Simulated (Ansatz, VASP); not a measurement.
## HfN2 in two plane-wave programs

One calculation is typed for both programs; each brings its own data sets. How far apart do they land? The two relaxations start from unlike cells of this crystal (the structure described is Ansatz's start), so only their ends are compared.

Method: plane waves, with VASP 6.6.1 beside it; relaxation of cell and atoms at PBE, in Ansatz 0.2.0.

## 1. The starting structure

The structure is hexagonal, space group P6/mmm (No. 191). Conventional cell: a = 3.225 Å, b = 3.225 Å, c = 3.584 Å, α = 90.00°, β = 90.00°, γ = 120.00°. Nearest to Hf lie 12 N at 2.58 Å. Nearest to N lie 3 N at 1.86 Å and 6 Hf at 2.58 Å. Farther neighbours and most contacts between anions are not listed.

Structure file:

```
Hf N
1.0
     3.22500    0.00000    0.00000
    -1.61250    2.79293    0.00000
     0.00000    0.00000    3.58400
Hf N
1 2
Direct
  0.00000 0.00000 0.00000
  0.66667 0.33333 0.50000
  0.33333 0.66667 0.50000
```

## 2. VASP: relaxation of cell and atoms, PBE

The relaxed volume is the usual yardstick between codes: in a stiff, nearly cubic crystal its relative difference is about their pressure difference at one cell divided by the bulk modulus.

Lines of VASP's logs that name or quote its potential files are left out, and so is its time.

Input file INCAR:

```
SYSTEM = HfN2
PREC = Accurate
ENCUT = 600
EDIFF = 1E-07
NELM = 120
ISMEAR = -1
SIGMA = 0.05
LREAL = .FALSE.
ALGO = Normal
GGA = PE
NBANDS = 16
LASPH = .TRUE.
LORBIT = 11
LWAVE = .FALSE.
LCHARG = .FALSE.
ISIF = 3
IBRION = 2
NSW = 80
EDIFFG = -0.005
GGA_COMPAT = .FALSE.
NELMIN = 4
```

Input file POSCAR:

```
HfN2
1.0
    3.4414315889      0.0000000000      0.0000000000
   -1.7207157944      2.9803672690      0.0000000000
    0.0000000000      0.0000000000      2.9062988145
Hf N
1 2
Direct
    0.0000000000      0.0000000000      0.0000000000
    0.6666666070      0.3333332140      0.5000000000
    0.3333333930      0.6666667860      0.5000000000
```

Input file KPOINTS:

```
Automatic mesh
0
Gamma
9 9 8
0 0 0
```

The projector-augmented-wave data sets are Hf_pv and N (PBE family, release 64).

On the command line:

```sh
$ mpirun -np 1 vasp_std
```

Numbers of over 12 decimals in the logs are rounded to 6 here.

What it wrote:

```text
[banner, memory and clock lines left out]
running    1 mpi-ranks, on    1 nodes
 distrk:  each k-point on    1 cores,    1 groups
 distr:  one band on    1 cores,    1 groups

 POSCAR found type information on POSCAR HfN
 POSCAR found :  2 types and       3 ions
 LDA part: xc-table for (Slater+PW92), standard interpolation
 POSCAR, INCAR and KPOINTS ok, starting setup
 FFT: planning ... GRIDC
 FFT: planning ... GRID_SOFT
 FFT: planning ... GRID
 WAVECAR not read
 entering main loop
       N       E                     dE             d eps       ncg     rms          rms(c)
DAV:   1     0.760875350704E+02    0.76088E+02   -0.12118E+04  1920   0.138E+03
DAV:   2    -0.257422173118E+02   -0.10183E+03   -0.98949E+02  2672   0.307E+02
DAV:   3    -0.290278545878E+02   -0.32856E+01   -0.32606E+01  2232   0.512E+01
DAV:   4    -0.290494915224E+02   -0.21637E-01   -0.21624E-01  2536   0.437E+00
DAV:   5    -0.290496339142E+02   -0.14239E-03   -0.14239E-03  2176   0.308E-01    0.387E+01
DAV:   6    -0.256132463644E+02    0.34364E+01   -0.21260E+01  2440   0.228E+01    0.353E+01
DAV:   7    -0.254680444636E+02    0.14520E+00   -0.10964E+00  2168   0.689E+00    0.236E+01
DAV:   8    -0.254368800925E+02    0.31164E-01   -0.26472E-01  2304   0.385E+00    0.591E+00
DAV:   9    -0.254231337923E+02    0.13746E-01   -0.50051E-02  2152   0.139E+00    0.148E+00
DAV:  10    -0.254229742784E+02    0.15951E-03   -0.46007E-03  2432   0.469E-01    0.327E-01
DAV:  11    -0.254229097470E+02    0.64531E-04   -0.32455E-04  2392   0.100E-01    0.546E-02
DAV:  12    -0.254229112002E+02   -0.14531E-05   -0.89821E-06  2216   0.245E-02    0.547E-02
DAV:  13    -0.254229122988E+02   -0.10986E-05   -0.27629E-06  2192   0.121E-02    0.207E-03
DAV:  14    -0.254229123482E+02   -0.49419E-07   -0.90509E-08  1256   0.222E-03
   1 F= -.25422912E+02 E0= -.25417435E+02  d E =-.254229E+02
 curvature:   0.00 expect dE= 0.000E+00 dE for cont linesearch  0.000E+00
 trial: gam= 0.00000 g(F)=  0.644E-41 g(S)=  0.407E-04 ort = 0.000E+00 (trialstep = 0.100E+01)
 search vector abs. value=  0.407E-04
 bond charge predicted
       N       E                     dE             d eps       ncg     rms          rms(c)
DAV:   1    -0.254230323498E+02   -0.12005E-03   -0.36284E-03  1920   0.480E-01    0.148E-01
DAV:   2    -0.254229384715E+02    0.93878E-04   -0.23768E-04  1984   0.105E-01    0.570E-02
DAV:   3    -0.254229122710E+02    0.26200E-04   -0.60900E-05  2184   0.516E-02    0.459E-02
DAV:   4    -0.254229085379E+02    0.37331E-05   -0.13894E-05  2568   0.271E-02    0.257E-02
DAV:   5    -0.254229094114E+02   -0.87348E-06   -0.64761E-07  2504   0.537E-03    0.708E-03
DAV:   6    -0.254229091827E+02    0.22866E-06   -0.50161E-08  1032   0.179E-03    0.836E-04
DAV:   7    -0.254229091879E+02   -0.51350E-08   -0.63697E-09   992   0.899E-04
   2 F= -.25422909E+02 E0= -.25417430E+02  d E =0.316029E-05
 trial-energy change:    0.000003  1 .order    0.000003   -0.000041    0.000047
 step:   0.4615(harm=  0.4615)  dis= 0.00000  next Energy=   -25.422922 (dE=-0.939E-05)
 bond charge predicted
       N       E                     dE             d eps       ncg     rms          rms(c)
DAV:   1    -0.254229582965E+02   -0.49114E-04   -0.10552E-03  1920   0.259E-01    0.796E-02
DAV:   2    -0.254229308666E+02    0.27430E-04   -0.68950E-05  1968   0.566E-02    0.307E-02
DAV:   3    -0.254229233613E+02    0.75053E-05   -0.17684E-05  2168   0.278E-02    0.247E-02
DAV:   4    -0.254229219844E+02    0.13770E-05   -0.40474E-06  2528   0.146E-02    0.138E-02
DAV:   5    -0.254229214668E+02    0.51759E-06   -0.18457E-07  2064   0.291E-03    0.384E-03
DAV:   6    -0.254229215732E+02   -0.10646E-06   -0.18432E-08   976   0.110E-03    0.435E-04
DAV:   7    -0.254229215725E+02    0.72623E-09   -0.22468E-09   968   0.497E-04
   3 F= -.25422922E+02 E0= -.25417443E+02  d E =-.922434E-05
 curvature:  -0.23 expect dE=-0.585E-08 dE for cont linesearch -0.528E-08
 trial: gam= 0.00000 g(F)=  0.170E-40 g(S)=  0.254E-07 ort =-0.965E-06 (trialstep = 0.892E+00)
 search vector abs. value=  0.255E-07
 reached required accuracy - stopping structural energy minimisation
```

OUTCAR, selected parts (step 2):

```text
ion  position               nearest neighbor table
   1  0.000  0.000  0.000-   2 2.46   3 2.46   2 2.46   3 2.46   2 2.46   2 2.46   3 2.46   3 2.46
                             2 2.46   2 2.46   3 2.46   3 2.46
   2  0.667  0.333  0.500-   1 2.46   1 2.46   1 2.46   1 2.46   1 2.46   1 2.46
   3  0.333  0.667  0.500-   1 2.46   1 2.46   1 2.46   1 2.46   1 2.46   1 2.46

  LATTYP: Found a hexagonal cell.
 ALAT       =     3.4414315889
 C/A-ratio  =     0.8445028586

 Subroutine GETGRP returns: Found 24 space group operations
 (whereof 24 operations were pure point group operations)

The static configuration has the point symmetry D_6h.

 Found     60 irreducible k-points:

   k-points           NKPTS =     60   k-points in BZ     NKDIM =     60   number of bands    NBANDS=     16

   dimension x,y,z NGX =    28 NGY =   28 NGZ =   24
   dimension x,y,z NGXF=    56 NGYF=   56 NGZF=   48

   ENCUT  =  600.0 eV  44.10 Ry    6.64 a.u.   6.87  6.87  5.80*2*pi/ulx,y,z

   NELECT =      20.0000    total number of electrons

 k-points in reciprocal lattice and weights: Automatic mesh
   0.00000000  0.00000000  0.00000000       0.002
   0.11111111  0.00000000  0.00000000       0.009
   0.22222222 -0.00000000  0.00000000       0.009
   0.33333333  0.00000000  0.00000000       0.009
   0.44444444 -0.00000000  0.00000000       0.009
   0.11111111  0.11111111  0.00000000       0.009
   0.22222222  0.11111111  0.00000000       0.019
   0.33333333  0.11111111  0.00000000       0.019
   0.44444444  0.11111111  0.00000000       0.009
[...]
0.33333333  0.22222222  0.50000000       0.019
   0.33333333  0.33333333  0.50000000       0.003

 average (electrostatic) potential at core
       1 -35.5694       2 -61.9727       3 -61.9727

 E-fermi :   7.8835

 k-point     1 :       0.0000    0.0000    0.0000
  band No.  band energies     occupation
    ...
      7       1.1301      2.00000
      8       4.3349      2.00000
      9       5.3814      2.00000
     10       7.6551      1.97945
     11       7.6551      1.97944
     12       8.4979      0.00001
     13      11.8530      0.00000
     14      12.0445      0.00000
     15      12.0445      0.00000
     16      12.3699      0.00000

 k-point     2 :       0.1111    0.0000    0.0000
  band No.  band energies     occupation
    ...
      7       1.9046      2.00000
      8       4.2591      2.00000
      9       5.2043      2.00000
     10       7.5505      1.99744
     11       7.6938      1.95598
     12       8.3270      0.00028
     13      11.9700      0.00000
     14      12.0785      0.00000
     15      12.2848      0.00000
     16      12.6070      0.00000

 k-point     3 :       0.2222   -0.0000    0.0000
  band No.  band energies     occupation
    ...
      7       2.8714      2.00000
      8       4.1053      2.00000
      9       5.0797      2.00000
     10       7.8318      1.47559
     11       7.8518      1.30630
     12       7.9620      0.34468
     13      11.7532      0.00000
     14      11.7889      0.00000
     15      13.0160      0.00000
     16      13.2229      0.00000

  Total        0.0004732      0.0004732      0.0010624      0.0000000      0.0000000      0.0000000
  in kB        0.0254482      0.0254482      0.0571406      0.0000000      0.0000000      0.0000000
  external PRESSURE =       0.0360123 kB  Pullay stress =       0.0000000 kB

  energy-cutoff  :      600.00
  volume of cell :       29.79
      direct lattice vectors                 reciprocal lattice vectors
     3.440732293 -0.000000000  0.000000000     0.290635805  0.167798655  0.000000000
    -1.720366147  2.979761661  0.000000000     0.000000000  0.335597311  0.000000000
     0.000000000 -0.000000000  2.905606381    -0.000000000 -0.000000000  0.344162240

 POSITION                                       TOTAL-FORCE (eV/Angst)
 -----------------------------------------------------------------------------------
      0.00000     -0.00000      2.90561         0.000000      0.000000      0.000000
      1.72037      0.99325      1.45280         0.000000     -0.000000      0.000000
      0.00000      1.98651      1.45280        -0.000000      0.000000     -0.000000
 -----------------------------------------------------------------------------------
    total drift:                               -0.000000      0.000000      0.000000

  FREE ENERGIE OF THE ION-ELECTRON SYSTEM (eV)
  ---------------------------------------------------
  free  energy   TOTEN  =       -25.4229215725 eV

  energy  without entropy=      -25.4119652960  energy(sigma->0) =      -25.41744343

 reached required accuracy - stopping structural energy minimisation

 total charge
# of ion       s       p       d       tot
------------------------------------------
    1        0.256   6.431   1.549   8.236
    2        1.333   2.231   0.000   3.564
    3        1.333   2.231   0.000   3.564
--------------------------------------------------
tot          2.923  10.893   1.549  15.364

[... 3 further parts left out ...]
```

CONTCAR:

```
HfN2
   1.00000000000000
     3.4407322933419806   -0.0000000000000117    0.0000000000000000
    -1.7203661466210107    2.9797616612285904    0.0000000000000000
     0.0000000000000000   -0.0000000000000000    2.9056063812171664
  Hf              N
     1     2
Direct
     0.0000000000000000    0.0000000000000000    1.0000000000000000
     0.6666666070000034    0.3333332139999996    0.5000000000000000
     0.3333333929999966    0.6666667860000004    0.5000000000000000
```

## 3. Ansatz: relaxation of cell and atoms, PBE

Ansatz runs on its PAW soft_1 files.

Its own start cell and the same functional, mesh and smearing now go to Ansatz, which takes its cutoff from its data sets.

Input file input.yaml:

```yaml
crystal:
  lattice:
    - [3.225, 0.0, 0.0]
    - [-1.6125, 2.792931927, 0.0]
    - [0.0, 0.0, 3.584]
  atoms:
    - { symbol: Hf, position: [0.0, 0.0, 0.0] }
    - { symbol: "N", position: [0.666666667, 0.333333333, 0.5] }
    - { symbol: "N", position: [0.333333333, 0.666666667, 0.5] }
kpoints:
  mp_grid: { grid: [9, 9, 8] }
scf:
  occupations: { method: fermi_dirac, width: 0.05 }
hamiltonian:
  xc: pbe
  pseudopotentials: { kind: paw, azcp: { folder: soft_1 } }
relax:
  f_tol: 0.015
  max_steps: 70
  cell: {}
output:
  forces: true
  stress: true
```

On the command line:

```sh
$ ansatz run input.yaml --threads 4 --pin off --max-ram 8192MiB --backend cpu --events-out ev --progress --plain --runs-dir out
```

What it wrote:

```text
Engine: ansatz 0.2.0, x86_64-unknown-linux-gnu
Pseudopotentials: kind: paw
Pseudopotential: Hf, paw, valence charge 26, recommended cutoff 420 eV (normal), soft_1/Hf.paw.azcp
Pseudopotential: N, paw, valence charge 5, recommended cutoff 420 eV (normal), soft_1/N.paw.azcp
Functional definition: PBE
  parameter kappa = 0.804
  parameter beta = 0.066725
  exchange = pbe_x(kappa = kappa, mu = beta*pi^2/3)
  correlation = pbe_c(beta = beta)
Crystal: 3 atoms, lattice volume = 32.282 Å³
Basis set: ecut = 420 eV, 647 PW (Γ), exchange–correlation on 48×48×48 points (8 copies of the dense FFT grid, shifted against one another)
Bands: 22, of which v1, the nominal top of the filled ones, is band 18 counted from 1 (17 counted from 0)
Symmetry: 24 space group operations
Space group: P6/mmm (ITA 191), of the structure as read, at distance tolerance 3.2e-5 Å
k-points: 60 of 648
Non-local potential: Hf, projectors of the file, l = 0: 3, l = 1: 2, l = 2: 2, l = 3: 3
Non-local potential: N, projectors of the file, l = 0: 2, l = 1: 2, l = 2: 1
PAW form: soft (Blöchl's): semilocal exchange-correlation on the pseudo side does not see the compensation charge
PAW one-centre angular grid: Hf, 590 points (default); XC on 64 Gauss nodes
PAW one-centre angular grid: N, 110 points (default); XC on 64 Gauss nodes
Initial density: superposition of atomic densities (chi_scale 0.1, normalization cell, long waves kept (reshape's long-wave potential 0.00 eV rms))
Initial wavefunctions: pseudopotential atomic-orbital guess
Functional: x = pbe(κ = 0.804, μ = 0.219515), c = pbe(β = 0.066725)
SCF iter   1: F=—  HF=-16488.345194 eV  |F-HF|=—  |Δ(HF+E_count)|=         —  Δρ=1.29e-1  dr2=9.13e0  ethr=3.10e-3  ⟨swp⟩=5.2  Hψ=11409  notcnv=0  defer=4
automatic band count: the SCF goes on with 26 bands, as 22 were too few: the levels above may hold too much charge
preconditioner: auto → none  [metal: Δε(μ)=0.064 eV  Ē_g=19.510 eV  σ=0.050 eV  W_gap=0.31  n_scr=8 (ndim 8)  ℏωp=38.1 eV  f_vac=0.000  D(μ)=1.56/eV (n_scr^D=20)  sad-step TF]
SCF iter   2: F=—  HF=-16487.654165 eV  |F-HF|=—  |Δ(HF+E_count)|=   6.91e-1  Δρ=9.32e-2  dr2=5.26e0  ethr=3.10e-3  ⟨swp⟩=2.0  Hψ=2443  notcnv=0  defer=56
SCF iter   3: F=—  HF=-16486.952208 eV  |F-HF|=—  |Δ(HF+E_count)|=   7.02e-1  Δρ=2.18e-2  dr2=2.09e-1  ethr=3.10e-3  ⟨swp⟩=2.2  Hψ=2802  notcnv=0  defer=56
SCF iter   4: F=—  HF=-16486.792522 eV  |F-HF|=—  |Δ(HF+E_count)|=   1.60e-1  Δρ=1.21e-2  dr2=2.68e-2  ethr=5.81e-4  ⟨swp⟩=2.3  Hψ=3585  notcnv=0  defer=59
SCF iter   5: F=—  HF=-16486.793476 eV  |F-HF|=—  |Δ(HF+E_count)|=   9.53e-4  Δρ=2.26e-3  dr2=2.65e-3  ethr=7.45e-5  ⟨swp⟩=2.6  Hψ=2707  notcnv=0  defer=59
SCF iter   6: F=—  HF=-16486.793124 eV  |F-HF|=—  |Δ(HF+E_count)|=   3.52e-4  Δρ=1.98e-4  dr2=1.13e-5  ethr=7.36e-6  ⟨swp⟩=1.3  Hψ=1607  notcnv=0  defer=59
SCF iter   7: F=—  HF=-16486.793038 eV  |F-HF|=—  |Δ(HF+E_count)|=   8.59e-5  Δρ=7.95e-5  dr2=2.15e-6  ethr=3.13e-8  ⟨swp⟩=2.3  Hψ=2619  notcnv=0  defer=59
SCF iter   8: F=—  HF=-16486.793039 eV  |F-HF|=—  |Δ(HF+E_count)|=   4.14e-7  Δρ=1.87e-5  dr2=1.86e-7  ethr=5.96e-9  ⟨swp⟩=2.6  Hψ=2561  notcnv=0  defer=59
SCF iter   9: F=-16486.793039 eV  HF=-16486.793039 eV  |F-HF|=2.87e-10  |Δ(HF+E_count)|=   3.54e-8  Δρ=1.90e-6  dr2=5.06e-10  ethr=2.78e-10  ⟨swp⟩=5.2  Hψ=5759  notcnv=0
SCF 1 converged in 9 iterations: F = -16486.793039 eV  dr2 = 5.06e-10
  greatest PAW one-centre occupation: 0.998 electrons in one spin orbital (limit 2), on the Hf atom at site 0 (counted from 0), in its partial waves of l = 3
relax step   1: F+E_penalty+E_count = -16486.79303866 eV  Δ(F+E_penalty+E_count) = +0.000e0 eV  max|allowed force component| = 6.415e-16 eV/Å  Δτ_max = 0.0000 Å  P = -5.054 GPa  Ω = 32.282 Å³  (9 SCF iters, dr2 threshold 1.00e-7 eV, accepted)
[...]
relax step   9: F+E_penalty+E_count = -16488.80765658 eV  Δ(F+E_penalty+E_count) = -6.976e-3 eV  max|allowed force component| = 2.714e-16 eV/Å  Δτ_max = 0.0000 Å  P = +0.267 GPa  Ω = 30.107 Å³  stress off target by 5.43e-1 GPa  SCF on the basis re-selected at this cell (its energy is not comparable with the rows above)  (6 SCF iters)
[...]
relax step  10: F+E_penalty+E_count = -16488.80771578 eV  Δ(F+E_penalty+E_count) = -5.921e-5 eV  max|allowed force component| = 4.564e-16 eV/Å  Δτ_max = 0.0000 Å  P = +0.005 GPa  Ω = 30.143 Å³  energy of the carried Pulay correction = -5.187e-5 eV  (6 SCF iters, dr2 threshold 3.00e-7 eV, accepted)
[...]
relax step  11: F+E_penalty+E_count = -16488.80774404 eV  Δ(F+E_penalty+E_count) = -2.825e-5 eV  max|allowed force component| = 4.071e-16 eV/Å  Δτ_max = 0.0000 Å  P = +0.009 GPa  Ω = 30.143 Å³  stress off target by 1.76e-2 GPa  SCF on the basis re-selected at this cell (its energy is not comparable with the rows above)  (8 SCF iters)
basis re-selected at this cell: Δ(F+E_penalty+E_count) = -2.825e-5 eV, ΔP = +0.004 GPa vs the last step (what re-selecting the basis moved, of the pressure what is left beyond the Pulay correction that the steps carried, after the strain that the cell walked since its last selection, with what the two solves' SCF thresholds leave and, on support functions, any second-order correction that the steps lacked; it is no m [...]
SCF converged after 8 iterations
Free energy (F): -16488.807744 eV
Harris-Foulkes:  -16488.807744 eV  (|F-HF|=0.00e0)
Internal energy: -16488.796693 eV  (E = F + TS)
E sigma→0 (E₀):  -16488.802219 eV
Entropy (-TS):   -0.011051 eV (-3.684 meV/atom)
Fermi energy:    19.040341 eV
--- Per-component energies (eV) ---
  E_band       = 87.661006
  E_kinetic    = 654.912590
  E_local      = -6333.375830  (includes V_loc(G=0)·N_el)
  E_nonlocal   = 133.602292
  E_hartree    = 3065.796807
  E_xc         = -383.976109
  E_vxc        = -403.832518  (∫ρ·V_xc dr)
  E_paw        = -7950.657867  (= ΣΔE_a)
  E_vpaw       = -95.240692  (= ΣTr[D̂ρ^β])
  E_aug_tail   = 0.001548  (compensation charges beyond the density's cutoff)
  E_ewald      = -5675.100124
  E_smearing   = -0.011051  (= −TS)
  E_closure    = 0.000000  (closes the sum)
  Σ components = -16488.807744   (vs F -16488.807744, Δ=0.00e0)
--- Forces (eV/Å), atoms counted from 1 ---
  atom   1  Hf     0.00000000     0.00000000     0.00000000
  atom   2  N     -0.00000000    -0.00000000    -0.00000000
  atom   3  N     -0.00000000     0.00000000     0.00000000
  max |Σ_I F_I| component: 9.25e-17 eV/Å
--- Stress (GPa, compression-positive) ---
        0.017564       0.000000       0.000000
        0.000000       0.017564      -0.000000
        0.000000      -0.000000      -0.008902
  P = ⅓ Tr σ = 0.0087 GPa (0.087 kbar)
--- Relaxed structure (9 steps of the walk, 9 accepted, 2 SCFs on fresh bases) ---
  F+E_penalty+E_count = -16488.80774404 eV   max|allowed force component| = 4.071e-16 eV/Å   (the final SCF, on the basis selected at the relaxed cell)
  cell:  # Å, volume = 30.1425 Å³
    - [3.454031, 0, 6.861099471739772e-18]
    - [-1.727015, 2.991278, -3.430549735869889e-18]
    - [7.624862172904489e-18, 0, 2.917402]
  atoms:
    - { symbol: Hf, position: [0, 0, 0] }
    - { symbol: N, position: [0.666667, 0.333333, 0.500000] }
    - { symbol: N, position: [0.333333, 0.666667, 0.500000] }
```

## 4. Comparison

Known differences besides the potentials themselves: the data sets hold 36 valence electrons in Ansatz (on its PAW soft_1 files) and 20 in VASP; the cutoff is 420 eV in Ansatz and 600 eV in VASP; Ansatz adds a Pulay correction to the stress that steers its cell, VASP none. Total energies have different zeros and are not compared.

The two programs side by side:

```
                                         quantity  Ansatz   VASP  difference
                                      volume (Å³)   30.14  29.79     +1.18 %
edge a after relaxation, in the typed setting (Å)   3.454  3.441     +0.39 %
edge c after relaxation, in the typed setting (Å)   2.917  2.906     +0.41 %
```

## 5. Outcome

```yaml
difference_in_volume_relaxation_of_cell_and_atoms_pbe: 1.2 %
```

What this shows: The difference in volume is 1.2 % (relaxation of cell and atoms, PBE), at about the 1.2 % picked in this series as the mark of a large difference, as far as the stopping tolerances let one tell. The data sets hold unlike numbers of valence electrons (36 in Ansatz and 20 in VASP), so part of the differences comes from the potentials. Such differences can come from data sets, numerical settings and the points named under the comparisons, not from the functional's error against experiment.

[Lines on the potential files, build, host, timing and source positions are cut from VASP's logs without a mark.]

[Logs are printed without paths, hosts, clocks, repeated set-up lines and the standing remarks that a program may print on its own settings, such as how far it seeks lower states.]

[Hosts, paths, dates, database ids (printed as entryN), source tags and the programs' standing remarks are cut or masked in the printed files.]
